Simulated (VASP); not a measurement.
```xyz
2
Lattice="0.0000 1.9330 1.9330 1.9330 0.0000 1.9330 1.9330 1.9330 0.0000" Properties=species:S:1:pos:R:3 pbc="T T T"
Li     0.0000     0.0000     0.0000
F      1.9330     1.9330     1.9330
```

Computed with LDA (Ceperley-Alder, Perdew-Zunger), VASP's LDA PAW potentials (set 64) (plane waves; VASP). Numerical set-up: 520 eV cut-off, 12×12×12 Γ-centred mesh, Gaussian smearing of 0.050 eV, potentials Li_sv F.

Problem. Give the stress tensor in GPa (positive for a compressed cell).

Solution. 
```
2.84  0.00  0.00
0.00  2.84  0.00
0.00  0.00  2.84
```
The pressure is its mean diagonal, 2.84 GPa.

The compound is LiF in the rock salt structure. This cell is one point of a volume scan, at 0.97 of the reference volume.
